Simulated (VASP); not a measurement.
Input:

```xyz
2
Lattice="0.0000 2.6625 2.6625 2.6625 0.0000 2.6625 2.6625 2.6625 0.0000" Properties=species:S:1:pos:R:3 pbc="T T T"
K      0.0000     0.0000     0.0000
F      2.6625     2.6625     2.6625
```

These are optB88-vdW, VASP's PBE PAW potentials (set 64) (plane waves; VASP) values and carry that method's errors. Settings: 520 eV cut-off, Gaussian smearing of 0.050 eV, potentials K_sv F.

**Question.** Predict the band gap (along the path) with the smallest direct gap where there is one.

**Answer.** 
```
Item                                   Result
------------------------------------  -------
band gap (along the path)             6.19 eV
smallest direct gap (along the path)  6.19 eV
```

Total energies compare only between runs with the same potentials, cut-off and functional.

The compound is KF in the rock salt structure. It was relaxed first.
